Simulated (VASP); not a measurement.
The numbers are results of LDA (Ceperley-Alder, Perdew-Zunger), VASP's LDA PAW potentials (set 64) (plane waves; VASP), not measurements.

Input for VASP

File POSCAR:
```
Ge
1
    0.0000000000     2.8374250000     2.8374250000
    2.8374250000     0.0000000000     2.8374250000
    2.8374250000     2.8374250000     0.0000000000
Ge
2
Direct
  0.5000000000   0.5000000000   0.5000000000
  0.7500000000   0.7500000000   0.7500000000
```

File KPOINTS:
```
Regular mesh
0
G
  10 10 10
```

**INCAR**
```
! general
SYSTEM =Ge
PREC   =Accurate
ENCUT  =400
LREAL  =.FALSE.   ! projection in real space or not
LASPH  =.TRUE.

! electronic loop
EDIFF  =1E-6   ! SCF stop (eV)
NELM   =100   ! most electronic steps
ALGO   =Normal   ! blocked Davidson
LMAXMIX=4

! smearing
ISMEAR =1   ! Methfessel-Paxton
SIGMA  =0.1   ! width (eV)

! ions
IBRION =2   ! conjugate gradients
NSW    =60   ! most ionic steps
ISIF   =3
EDIFFG =-0.01   ! ionic stop

! output
LWAVE  =.FALSE.
LCHARG =.FALSE.
```

POTCAR, in this order: Ge_d (LDA.64 set). Program: vasp_std.

### Question
What will the output report for the number of irreducible k-points (NKPTS), largest plane-wave count, number of space-group operations, FFT grid (NGX, NGY, NGZ)?

### Answer

The number of irreducible k-points (NKPTS) is 47 and the largest plane-wave count is 869. The number of space-group operations is 48 and the FFT grid (NGX, NGY, NGZ) is 28 × 28 × 28.

The structure comes from a computed database's Ge entry (Fd-3m); how it stands against other phases isn't given here. This run relaxes it. Symmetry was kept, so distortions that lower it aren't found.
